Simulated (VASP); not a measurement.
Consider the following.

```
CELL_PARAMETERS angstrom
      2.96738     0.00000     0.00000
      0.00000     2.96738     0.00000
      0.00000     0.00000     2.96738
ATOMIC_POSITIONS crystal
  Ru 0.50000 0.50000 0.50000
  Al 0.00000 0.00000 0.00000
```

The numbers are results of SCAN meta-GGA, VASP's PBE PAW potentials (set 64) (plane waves; VASP), not measurements. Run with 400 eV cut-off, 14×14×14 Γ-centred mesh, tetrahedra with Blöchl corrections, potentials Ru_pv Al.

### Question
Estimate the energy per atom (σ→0), band gap (over mesh and band path) with the smallest direct gap where there is one.

### Answer

```yaml
band gap (over mesh and band path): none (metal, semimetal or under 0.01 eV)
energy per atom (σ→0): -22.130 eV/atom
```

The absolute energy has meaning only against runs of the same code, potentials and settings.

The structure comes from a measured AlRu entry (Pm-3m) of the Crystallography Open Database, whose conditions weren't checked. It was relaxed first. The electron count is odd and the run is not spin-polarised, which forces a metal.
